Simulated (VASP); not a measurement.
# A VASP study of Sr2MnSi2O7 (LDA + U): structure first, properties next, part 3 of 3

What structure and properties does LDA + U give Sr2MnSi2O7, and how near are they to the measured ones? The start is a cell from a database of measured crystal structures.

VASP 6.6.1; LDA, DFT+U (Mn d 3 eV), spin-polarised from a ferromagnetic start; plane waves and PAW (Sr_sv, Mn_pv, Si, O).

Still holding for the runs below: The magnetic state follows from one typed start and may not be the lowest. Experiment finds antiferromagnetic order in this phase (a transition is listed at 3.4 K, arxiv:2410.22741), so this ferromagnetic run describes another state.

So far, gap on the k-mesh (eV): step 2 (relaxing cell and atoms (LDA + U)) 2.34; step 6 (density of states (LDA + U)) 2.33; step 7 (field gradients at the nuclei (LDA + U)) 2.34; step 8 (volume scan with LDA + U, volume scale 0.94) 2.34; step 9 (volume scan with LDA + U, volume scale 0.96) 2.34.

## (13) Volume scan with LDA + U, volume scale 1.04

Input file INCAR:

```
SYSTEM = Sr2MnSi2O7
PREC = Accurate
ENCUT = 520
EDIFF = 1E-06
NELM = 100
ISMEAR = 0
SIGMA = 0.05
LREAL = Auto
ALGO = Fast
GGA = CA
NBANDS = 125
ISPIN = 2
MAGMOM = 0.004 0.004 0.004 0.004 4.477 4.477 0.008 0.008 0.008 0.008 0.003 0.003 0.006 0.006 0.006 0.006 0.038 0.038 0.038 0.038 0.038 0.038 0.038 0.038
LDAU = .TRUE.
LDAUTYPE = 2
LDAUL = -1 2 -1 -1
LDAUU = 0 3 0 0
LDAUJ = 0 0 0 0
LDAUPRINT = 1
LASPH = .TRUE.
LMAXMIX = 4
LORBIT = 11
LWAVE = .FALSE.
LCHARG = .FALSE.
KPAR = 4
NCORE = 2
ISIF = 2
```

Input file POSCAR:

```
Sr2MnSi2O7
1.0
    8.1361431748      0.0000000000      0.0000000000
    0.0000000000      8.1361431748      0.0000000000
    0.0000000000      0.0000000000      5.1458666670
Sr Mn Si O
4 2 4 14
Direct
    0.3345770917      0.1654229083      0.5063260309
    0.1654229083      0.6654229083      0.4936739691
    0.6654229083      0.8345770917      0.5063260309
    0.8345770917      0.3345770917      0.4936739691
    0.0000000000      0.0000000000      0.0000000000
    0.5000000000      0.5000000000      0.0000000000
    0.1377929865      0.3622070135      0.9396728049
    0.3622070135      0.8622070135      0.0603271951
    0.8622070135      0.6377929865      0.9396728049
    0.6377929865      0.1377929865      0.0603271951
    0.5000000000      0.0000000000      0.1681971946
    0.0000000000      0.5000000000      0.8318028054
    0.1395688079      0.3604311921      0.2550303602
    0.3604311921      0.8604311921      0.7449696398
    0.8604311921      0.6395688079      0.2550303602
    0.6395688079      0.1395688079      0.7449696398
    0.0786485217      0.1935386624      0.7886769092
    0.1935386624      0.9213514783      0.2113230908
    0.9213514783      0.8064613376      0.7886769092
    0.8064613376      0.0786485217      0.2113230908
    0.5786485217      0.3064613376      0.2113230908
    0.6935386624      0.5786485217      0.7886769092
    0.4213514783      0.6935386624      0.2113230908
    0.3064613376      0.4213514783      0.7886769092
```

Input file KPOINTS:

```
Automatic mesh
0
Gamma
3 3 5
0 0 0
```

The projector-augmented-wave data sets are Sr_sv, Mn_pv, Si and O (LDA family, release 64).

Launch:

```console
$ mpirun -np 8 vasp_std
```

The job ended after 4.8 min (8 MPI ranks of Intel Xeon 6975P-C (Granite Rapids), shared host; peak memory 3.6 GiB).

The pressure falls from -2.79 to -5.24 GPa.

The run ends at a pressure of -5.24 GPa, with forces up to 0.65 eV/Å.

## (14) Volume scan with LDA + U, volume scale 1.06

A prediction first. A least-squares parabola for the 6 pressures of evenly scaled cells so far, P = -0.04 -145.0 t +319 t² GPa with t = ln(V/V₁) and V₁ the volume at scale 1, gives -7.40 GPa at t = +0.0583.

INCAR is that of step 13.

POSCAR: that of step 13 with these lines changed.

```diff
@@ -2,5 +2,5 @@
 1.0
-    8.1361431748      0.0000000000      0.0000000000
-    0.0000000000      8.1361431748      0.0000000000
-    0.0000000000      0.0000000000      5.1458666670
+    8.1879671401      0.0000000000      0.0000000000
+    0.0000000000      8.1879671401      0.0000000000
+    0.0000000000      0.0000000000      5.1786437715
 Sr Mn Si O
```

KPOINTS is that of step 13.

Launch:

```console
$ mpirun -np 8 vasp_std
```

It took 5.1 min on 8 MPI ranks; peak memory 3.6 GiB; 39 min of CPU time.

The pressure falls from -5.24 to -7.49 GPa. The parabola predicted -7.40 GPa, +0.08 GPa off.

## (15) The series together

Times are for 8 MPI ranks of Intel Xeon 6975P-C (Granite Rapids), shared host. The series side by side:

| no. | volume scale | energy above the lowest point (meV/atom) | pressure (GPa) | gap on the k-mesh (eV) | time | memory (GiB) |
| --- | --- | --- | --- | --- | --- | --- |
| 1 | 0.94 | 25.63 | 10.16 | 2.341 | 4 min | 3.4 |
| 2 | 0.96 | 11.19 | 6.404 | 2.343 | 4.1 min | 3.3 |
| 3 | 0.98 | 2.83 | 3.003 | 2.341 | 3.6 min | 3.4 |
| 4 | 1 | 0 | -0.01382 | 2.339 | 3.8 min | 3.5 |
| 5 | 1.02 | 2.12 | -2.788 | 2.334 | 3.9 min | 3.5 |
| 6 | 1.04 | 8.69 | -5.238 | 2.328 | 4.8 min | 3.6 |
| 7 | 1.06 | 19.28 | -7.486 | 2.320 | 5.1 min | 3.6 |

## (16) Fit for LDA + U

This step: Birch-Murnaghan fit, LDA, DFT+U (Mn d 3 eV); plane waves and PAW (VASP 6.6.1).

No new run; the numbers come from the runs before.

This step gave:

```yaml
pressure_derivative_of_the_bulk_modulus: 4.228
r_m_s_error_of_the_fit: 4.40e-6 eV/atom
minimum_inside_the_sampled_range: yes
bulk_modulus: 144.5 GPa
equilibrium_volume_of_the_fit: 13.66 Å³/atom
```

Table of energy above the fitted minimum by volume:

| volume (Å³/atom) | energy above the fitted minimum (eV/atom) |
| --- | --- |
| 12.829 | 0.0256 |
| 13.101 | 0.0112 |
| 13.374 | 0.00284 |
| 13.647 | 7.4e-6 |
| 13.920 | 0.00212 |
| 14.193 | 0.00869 |
| 14.466 | 0.0193 |

The fit over cells of fixed shape and fractional positions puts the volume +0.11 % from the relaxed one. At a finite cutoff and mesh the minimum of the energy and the zero of the stress don't quite coincide, and the relaxation stops at a threshold. The atoms bear forces along the scan, since they were held; freeing them would lower the modulus.

## (17) Ionic relaxation at fixed cell (LDA + U) with a changed input

This step: LDA, DFT+U (Mn d 3 eV), spin-polarised from a ferromagnetic start; plane waves and PAW (Sr_sv, Mn_pv, Si, O) (VASP 6.6.1).

With the cell held (ISIF = 2), the atoms move to where the forces vanish. Some settings are moved from the usual, to see what they do.

INCAR: that of step 14 with these lines changed.

```diff
@@ -2,3 +2,3 @@
 PREC = Accurate
-ENCUT = 520
+ENCUT = 200
 EDIFF = 1E-06
@@ -26,2 +26,5 @@
 NCORE = 2
+IBRION = 2
+NSW = 60
 ISIF = 2
+EDIFFG = 1E-05
```

POSCAR: that of step 14 with these lines changed.

```diff
@@ -2,5 +2,5 @@
 1.0
-    8.1879671401      0.0000000000      0.0000000000
-    0.0000000000      8.1879671401      0.0000000000
-    0.0000000000      0.0000000000      5.1786437715
+    8.0304670165      0.0000000000      0.0000000000
+    0.0000000000      8.0304670165      0.0000000000
+    0.0000000000      0.0000000000      5.0790296646
 Sr Mn Si O
```

KPOINTS is that of step 14.

Launch:

```console
$ mpirun -np 8 vasp_std
```

Wall time 6.1 min (8 MPI ranks); peak memory 2.1 GiB.

The run converged; its settings lie outside those of the reference runs, so its numbers are set aside.

Settings moved from the usual: ENCUT = 200 and EDIFFG = 1e-05.

The cutoff falls from 520 to 200 eV, which shrinks the basis; the stress suffers most (Pulay stress), and PAW energies need not rise evenly as the basis shrinks.

## (18) Outcome

- relaxed volume: 13.65 Å³/atom
- relaxed conventional cell a, b, c: 8.030, 8.030, 5.079 Å
- space group after relaxing, within 0.02 Å: P-42_1m (No. 113)
- moment of the cell (4×4×7 mesh): 10 μB
- largest site moment (4×4×7 mesh): 4.48 μB on Mn5
- band gap: 2.32 eV, indirect (least direct gap of that run 2.48 eV)
- gap among the points of the DOS mesh alone, an upper bound: 2.33 eV
- largest field gradient Vzz: -62.59 V/Å² on Sr1
- bulk modulus from the fit: 145 GPa
- volume from the fit: 13.7 Å³/atom

**Reading.** With LDA + U, Sr2MnSi2O7 relaxes to 13.65 Å³/atom in space group P-42_1m, has an indirect gap of 2.32 eV, keeps moments of up to 4.48 μB (4×4×7 mesh) and has a bulk modulus of 145 GPa at fixed shape and positions, an upper bound. Against the listed cell the volume lies -4.0 % (a -1.2 %, c -1.5 %). Band structure (LDA + U), spin up: On this path the gap is indirect, 2.32 eV, with the valence top at Z and the conduction bottom at Γ. The least direct gap is 2.48 eV. Band structure (LDA + U), spin down: On this path the gap is indirect, 4.45 eV, with the valence top at Z and the conduction bottom at Γ. The least direct gap is 4.86 eV. Semilocal functionals usually underestimate gaps. Spin-orbit coupling is left out; it would split some degenerate bands. Only the typed magnetic starts were tried, so the magnetic ground state may differ and with it the other results. Only ferromagnetic starts were used, while the crystal orders antiferromagnetically, so what depends on the order belongs to another state. No search among competing phases was made, and a listed structure need not be the one stable at ambient conditions. All values are for a static lattice at zero temperature.

Computed beside measured:

| quantity | measured | LDA, DFT+U |
| --- | --- | --- |
| lattice constant a (Å) | 8.1215 | 8.030 (-1.1 %) |
| lattice constant c (Å) | 5.1487 | 5.079 (-1.4 %) |

Measured values from arxiv:2410.04042 (2024).

How well it matches: The lattice constant a is off by -1.1 %. The lattice constant c is off by -1.4 %. The runs are ferromagnetic and the sample is antiferromagnetic, so the match is not graded. For lattice constants the calculation has a static lattice, without zero-point motion or thermal expansion (measured at up to 10 K).

[Lines on the potential files, build, host, timing and source positions are cut from VASP's logs without a mark.]

[Logs are printed without paths, hosts, clocks, repeated set-up lines and the standing remarks that a program may print on its own settings, such as how far it seeks lower states.]

[Hosts, paths, dates, database ids (printed as entryN), source tags and the programs' standing remarks are cut or masked in the printed files.]

[A measured line is paired with the nearest computed mode of its activity, which favours agreement.]

[In band tables of VASP the shares of atoms and orbitals are scaled to a sum of 1 inside the atoms' spheres.]
